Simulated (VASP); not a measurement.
Output of a VASP run:

File OSZICAR:
```
       N       E                     dE             d eps       ncg     rms          rms(c)
DAV:   1     0.529504761578E+02    0.52950E+02   -0.11796E+04  3804   0.136E+03
DAV:   2    -0.131036032097E+02   -0.66054E+02   -0.65115E+02  4620   0.272E+02
DAV:   3    -0.151990026977E+02   -0.20954E+01   -0.20591E+01  5172   0.313E+01
DAV:   4    -0.152187734642E+02   -0.19771E-01   -0.19668E-01  4356   0.382E+00
DAV:   5    -0.152190799163E+02   -0.30645E-03   -0.30590E-03  5326   0.383E-01    0.648E+01
DAV:   6    -0.147758038688E+02    0.44328E+00   -0.42410E-01  3996   0.510E+00    0.383E+01
DAV:   7    -0.146233419094E+02    0.15246E+00   -0.69712E-01  4002   0.633E+00    0.194E+00
DAV:   8    -0.146158649355E+02    0.74770E-02   -0.47111E-02  4146   0.167E+00    0.222E-01
DAV:   9    -0.146159476674E+02   -0.82732E-04   -0.91736E-04  5244   0.249E-01    0.185E-01
DAV:  10    -0.146159428527E+02    0.48148E-05   -0.88170E-05  4224   0.779E-02    0.321E-01
DAV:  11    -0.146159417244E+02    0.11282E-05   -0.11585E-05  4848   0.256E-02    0.861E-03
DAV:  12    -0.146159418101E+02   -0.85631E-07   -0.49817E-07  4862   0.534E-03
   1 F= -.14615942E+02 E0= -.14615942E+02  d E =0.000000E+00
```

File OUTCAR:
```
------------------------ aborting loop because EDIFF is reached ----------------------------------------
  FORCE on cell =-STRESS in cart. coord.  units (eV):
  Direction    XX          YY          ZZ          XY          YZ          ZX
  --------------------------------------------------------------------------------------
  Total       -0.0400276     -0.0400276     -0.0074051     -0.0000000      0.0000000     -0.0000000
  in kB       -1.4494255     -1.4494255     -0.2681431     -0.0000000      0.0000000     -0.0000000
  external PRESSURE =      -1.0556647 kB  Pullay stress =       0.0000000 kB
  volume of cell :       44.25
      direct lattice vectors                 reciprocal lattice vectors
     1.592755237 -2.758732956  0.000000000     0.313921429 -0.181242624  0.000000000
     1.592755237  2.758732956  0.000000000     0.313921429  0.181242624  0.000000000
     0.000000000  0.000000000  5.034839884     0.000000000  0.000000000  0.198616048
 POSITION                                       TOTAL-FORCE (eV/Angst)
 -----------------------------------------------------------------------------------
      1.59276      0.91958      1.25871        -0.000000      0.000000      0.000000
      1.59276     -0.91958      3.77613         0.000000      0.000000      0.000000
 -----------------------------------------------------------------------------------
    total drift:                               -0.000000      0.000182     -0.000016
  FREE ENERGIE OF THE ION-ELECTRON SYSTEM (eV)
  ---------------------------------------------------
  free  energy   TOTEN  =       -14.6159418101 eV

  energy  without entropy=      -14.6159418101  energy(sigma->0) =      -14.61594181

 total charge

# of ion       s       p       d       tot
------------------------------------------
    1        0.394   6.388   1.590   8.372
    2        0.394   6.388   1.590   8.372
--------------------------------------------------
tot          0.787  12.776   3.181  16.744
```
(Selected blocks of OUTCAR.)

**POSCAR**
```
Hf
1
    1.5927552367    -2.7587329560     0.0000000000
    1.5927552367     2.7587329560    -0.0000000000
   -0.0000000000     0.0000000000     5.0348398835
Hf
2
Direct
  0.3333330000   0.6666670000   0.2500000000
  0.6666670000   0.3333330000   0.7500000000
```

Q: Write an INCAR and KPOINTS that could have produced this output.

A: One answer among several that fit: the input of the run itself, optB88-vdW, plane waves, VASP's PBE PAW potentials (set 64).

INCAR:
```
SYSTEM=Hf
PREC=Accurate; ENCUT=520; LREAL=.FALSE.
LASPH=.TRUE.
EDIFF=1E-7; NELM=100; ALGO=Normal
LMAXMIX=6
ISMEAR=-5
GGA=BO; LUSE_VDW=.TRUE.; AGGAC=0.0
PARAM1=0.1833333333; PARAM2=0.22
ISIF=2
LWAVE=.FALSE.; LCHARG=.TRUE.; LORBIT=11
NEDOS=601
```

File KPOINTS:
```
Automatic mesh
0
Gamma
15 15 8
0 0 0
```

POTCAR, in this order: Hf_pv (PBE.64 set). Program: vasp_std.

For a metal the tetrahedron method with Blöchl corrections gives inexact stress and forces.

The compound is Hf in the hcp structure. It was relaxed first.
